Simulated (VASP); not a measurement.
Here is the system:

```
TaGe2
1.0
   -1.67811     1.67811     4.22564
    1.67811    -1.67811     4.22564
    1.67811     1.67811    -4.22564
Ta Ge
1 2
Direct
  0.00000   0.00000   0.00000
  0.33571   0.33571   0.00000
  0.66429   0.66429   0.00000
```

These are PBEsol GGA, VASP's PBE PAW potentials (set 64) (plane waves; VASP) values and carry that method's errors. Run with 400 eV cut-off, 14×14×14 Γ-centred mesh, tetrahedra with Blöchl corrections, potentials Ta_pv Ge_d.

The cores are frozen, which limits the accuracy of field gradients.

### Question
Give the principal components of the electric field gradient (V/Å²) and the asymmetry η at each nucleus.

### Answer

| atom | Vxx | Vyy | Vzz | η |
|---|---|---|---|---|
| Ta1 | -20.6 | -20.6 | 41.2 | 0.00 |
| Ge2 | -2.7 | -2.7 | 5.4 | 0.00 |
| Ge3 | -2.7 | -2.7 | 5.4 | 0.00 |

The structure was generated: TaGe2 was put into the MoSi2 type (I4/mmm), which need not be its known phase. It was relaxed first.
